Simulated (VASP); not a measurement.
Method: PBE GGA, VASP's PBE PAW potentials (set 64) (plane waves; VASP 6.6.1).

Input for VASP

POSCAR:
```
Pd
1
    0.0000000000     1.9789201826     1.9789201826
    1.9789201826     0.0000000000     1.9789201826
    1.9789201826     1.9789201826     0.0000000000
Pd
1
Direct
  0.0000000000   0.0000000000   0.0000000000
```

File KPOINTS:
```
Regular mesh
0
G
 14 14 14
0 0 0
```

INCAR:
```
ALGO = Normal
EDIFF = 1E-7
ENCUT = 480
GGA = PE
ISIF = 2
ISMEAR = 1
LASPH = .True.
LCHARG = .False.
LMAXMIX = 4
LREAL = .False.
LWAVE = .False.
NELM = 100
PREC = Accurate
SIGMA = 0.1
SYSTEM = Pd
```

POTCAR, in this order: Pd (PBE.64 set). Program: vasp_std.

The run wrote:

### OSZICAR
```
       N       E                     dE             d eps       ncg     rms          rms(c)
DAV:   1     0.369788662735E+02    0.36979E+02   -0.50932E+03  1896   0.964E+02
DAV:   2    -0.508043955353E+01   -0.42059E+02   -0.40554E+02  1976   0.186E+02
DAV:   3    -0.547785989222E+01   -0.39742E+00   -0.39631E+00  2235   0.206E+01
DAV:   4    -0.547985473443E+01   -0.19948E-02   -0.19947E-02  2133   0.140E+00
DAV:   5    -0.547987947916E+01   -0.24745E-04   -0.24746E-04  2237   0.140E-01    0.674E+00
DAV:   6    -0.521610887213E+01    0.26377E+00   -0.13041E+00  1915   0.107E+01    0.333E+00
DAV:   7    -0.520862073204E+01    0.74881E-02   -0.28409E-03  2011   0.624E-01    0.185E+00
DAV:   8    -0.520532674264E+01    0.32940E-02   -0.97105E-04  1964   0.251E-01    0.252E-02
DAV:   9    -0.520533435879E+01   -0.76161E-05   -0.83540E-06  2424   0.308E-02    0.106E-02
DAV:  10    -0.520533700902E+01   -0.26502E-05   -0.12170E-06  2062   0.127E-02    0.152E-03
DAV:  11    -0.520533694822E+01    0.60803E-07   -0.25630E-08  1372   0.145E-03
   1 F= -.52053369E+01 E0= -.52047489E+01  d E =-.176410E-02
```

**OUTCAR**
```
------------------------ aborting loop because EDIFF is reached ----------------------------------------
  FORCE on cell =-STRESS in cart. coord.  units (eV):
  Direction    XX          YY          ZZ          XY          YZ          ZX
  --------------------------------------------------------------------------------------
  Total       -0.1844337     -0.1844337     -0.1844337     -0.0000000      0.0000000      0.0000000
  in kB      -19.0649652    -19.0649652    -19.0649652     -0.0000000      0.0000000      0.0000000
  external PRESSURE =     -19.0649652 kB  Pullay stress =       0.0000000 kB
  volume of cell :       15.50
      direct lattice vectors                 reciprocal lattice vectors
     0.000000000  1.978920183  1.978920183    -0.252663045  0.252663045  0.252663045
     1.978920183  0.000000000  1.978920183     0.252663045 -0.252663045  0.252663045
     1.978920183  1.978920183  0.000000000     0.252663045  0.252663045 -0.252663045
 POSITION                                       TOTAL-FORCE (eV/Angst)
 -----------------------------------------------------------------------------------
      0.00000      0.00000      0.00000        -0.000000      0.000000      0.000000
 -----------------------------------------------------------------------------------
    total drift:                               -0.000000     -0.000000      0.000000
  FREE ENERGIE OF THE ION-ELECTRON SYSTEM (eV)
  ---------------------------------------------------
  free  energy   TOTEN  =        -5.2053369482 eV

  energy  without entropy=       -5.2035728473  energy(sigma->0) =       -5.20474891
```
(Selected blocks of OUTCAR.)

OUTCAR:
```
 val. band max:        8.9612281920   @ k =   0.3571   0.2857   0.0714

 cond. band min:       8.9752812396   @ k =   0.5000   0.1429   0.0000


 Fermi energy:         8.9695943927

 k-point     1 :       0.0000    0.0000    0.0000
  band No.  band energies     occupation
      1       2.2067      2.00000
      2       6.3527      2.00000
      3       6.3527      2.00000
      4       6.3527      2.00000
      5       7.8387      2.00000
      6       7.8387      2.00000
      7      26.1246      0.00000
      8      30.6218      0.00000
      9      30.6218      0.00000

 k-point     2 :       0.0714    0.0000    0.0000
  band No.  band energies     occupation
      1       2.3837      2.00000
      2       6.2937      2.00000
      3       6.4118      2.00000
      4       6.4118      2.00000
      5       7.8117      2.00000
      6       7.8117      2.00000
      7      26.2877      0.00000
      8      29.4576      0.00000
      9      30.8075      0.00000

 k-point     3 :       0.1429    0.0000    0.0000
  band No.  band energies     occupation
      1       2.8815      2.00000
      2       6.1687      2.00000
      3       6.5484      2.00000
      4       6.5484      2.00000
      5       7.7751      2.00000
      6       7.7751      2.00000
      7      26.3314      0.00000
      8      27.5844      0.00000
      9      31.3027      0.00000

 k-point     4 :       0.2143    0.0000    0.0000
  band No.  band energies     occupation
      1       3.5535      2.00000
      2       6.1651      2.00000
      3       6.6365      2.00000
      4       6.6365      2.00000
      5       7.8593      2.00000
      6       7.8593      2.00000
      7      24.3656      0.00000
      8      27.2271      0.00000
      9      31.8584      0.00000

 k-point     5 :       0.2857    0.0000    0.0000
  band No.  band energies     occupation
      1       4.0372      2.00000
      2       6.5820      2.00000
      3       6.5820      2.00000
...
```

The compound is Pd in the fcc structure. This cell was strained or had an atom moved on purpose.
